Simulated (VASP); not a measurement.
Si:

```
Si
1.0
     0.00000    2.71356    2.71356
     2.71356    0.00000    2.71356
     2.71356    2.71356    0.00000
Si
2
Direct
  0.75000 0.75000 0.75000
  0.50000 0.50000 0.50000
```

* Program: VASP 6.6.1
* Task: relaxation of cell and atoms
* Functional: PBE
* Potentials or basis: VASP PAW PBE potentials, release 64 (Si)
* Cutoff: 520 eV
* k mesh: 2 × 2 × 2
* Occupations: gaussian, width 0.02 eV
* Spin: no spin polarisation

At the start: pressure 10.1 GPa; volume 19.98 Å³/atom.

Question: How do energy, volume and symmetry change on relaxing?

Answer: Over 18 steps the energy falls by 61.1 meV/atom and the volume is 22.10 Å³/atom (+10.6 %); space group Fd-3m (No. 227, to 0.05 Å).

The path:
| step | energy change (eV) | largest force (eV/Å) | pressure (GPa) | volume (Å³) |
| --- | --- | --- | --- | --- |
| 1 | 0.0000 | 0.0000 | 10.09 | 39.96 |
| 2 | -0.0619 | 0.0000 | -5.18 | 47.69 |
| 3 | -0.1222 | 0.0000 | -0.04 | 44.23 |
| 4 | -0.1222 | 0.0000 | 0.12 | 44.14 |
| 5 | -0.1222 | 0.0000 | 0.12 | 44.14 |
| 6 | -0.1222 | 0.0000 | 0.12 | 44.15 |
| 7 | -0.1222 | 0.0000 | 0.11 | 44.15 |
| 8 | -0.1222 | 0.0000 | 0.11 | 44.15 |
| 9 | -0.1222 | 0.0000 | 0.11 | 44.15 |
| 10 | -0.1222 | 0.0000 | 0.11 | 44.15 |
| 11 | -0.1222 | 0.0000 | 0.11 | 44.15 |
| 12 | -0.1222 | 0.0000 | 0.11 | 44.15 |
| 13 | -0.1222 | 0.0000 | 0.10 | 44.15 |
| 14 | -0.1222 | 0.0000 | 0.09 | 44.16 |
| 15 | -0.1222 | 0.0000 | 0.07 | 44.17 |
| 16 | -0.1222 | 0.0000 | 0.03 | 44.19 |
| 17 | -0.1222 | 0.0000 | -0.06 | 44.24 |
| 18 | -0.1222 | 0.0000 | 0.00 | 44.21 |

Final structure:
```xyz
2
Lattice="0.0000 2.8064 2.8064 2.8064 0.0000 2.8064 2.8064 2.8064 0.0000" Properties=species:S:1:pos:R:3 pbc="T T T"
Si    4.2096    4.2096    4.2096
Si    2.8064    2.8064    2.8064
```

Caveat: the k mesh is coarse (spacing up to 1.00 Å⁻¹), so the values aren't converged; the volume moved by +11 % from the deposited cell, more than functionals usually miss.
